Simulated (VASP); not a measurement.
Calculation: PBE GGA with D4 dispersion, VASP's PBE PAW potentials (set 64) (plane waves; VASP).

A VASP calculation is set up with these files.

**KPOINTS**
```
Automatic mesh
0
G
  10 10 10
```

### INCAR
```
LWAVE  =  .FALSE.
LREAL  =  .FALSE.   # projection in real space or not
SYSTEM  =  MgS
PREC  =  Accurate
NEDOS  =  601
IVDW  =  13
LASPH  =  .TRUE.   # aspherical one-centre terms
LCHARG  =  .TRUE.
ALGO  =  Normal
EDIFF  =  1E-7   # SCF stop (eV)
NELM  =  100
ENCUT  =  520   # plane-wave cut-off (eV)
ISIF  =  2   # forces and stress, cell fixed
LORBIT  =  11
ISMEAR  =  -5   # tetrahedra, Bloechl
GGA  =  PE   # PBE
```

### POSCAR
```
MgS
1
    0.0000000000     2.5823510938     2.5823510938
    2.5823510938     0.0000000000     2.5823510938
    2.5823510938     2.5823510938     0.0000000000
Mg S
1 1
Direct
  0.0000000000   0.0000000000   0.0000000000
  0.5000000000   0.5000000000   0.5000000000
```

POTCAR, in this order: Mg S (PBE.64 set). Program: vasp_std.

Problem. What does the run give for the energy per atom (σ→0), dispersion energy, band gap (on the k-mesh)?

Solution. 
```json
{
  "energy per atom (σ→0)": "-4.543 eV/atom",
  "dispersion_energy": "-13.66 kcal/mol",
  "band gap (on the k-mesh)": "2.82 eV"
}
```

**OSZICAR**
```
...
DAV:   6    -0.853383132638E+01    0.35632E+00   -0.90489E-01   784   0.477E+00    0.356E+00
DAV:   7    -0.849327536665E+01    0.40556E-01   -0.23742E-01  1008   0.262E+00    0.235E+00
DAV:   8    -0.849348726979E+01   -0.21190E-03   -0.12708E-02   856   0.954E-01    0.894E-01
DAV:   9    -0.849332485815E+01    0.16241E-03   -0.50567E-04   920   0.186E-01    0.265E-01
DAV:  10    -0.849336228657E+01   -0.37428E-04   -0.12819E-04  1080   0.762E-02    0.128E-02
DAV:  11    -0.849336005700E+01    0.22296E-05   -0.18967E-05   864   0.229E-02    0.102E-02
DAV:  12    -0.849336005508E+01    0.19235E-08   -0.38643E-07  1056   0.534E-03
   1 F= -.90858357E+01 E0= -.90858357E+01  d E =0.000000E+00
```

The compound is MgS in the rock salt structure. It was relaxed first.
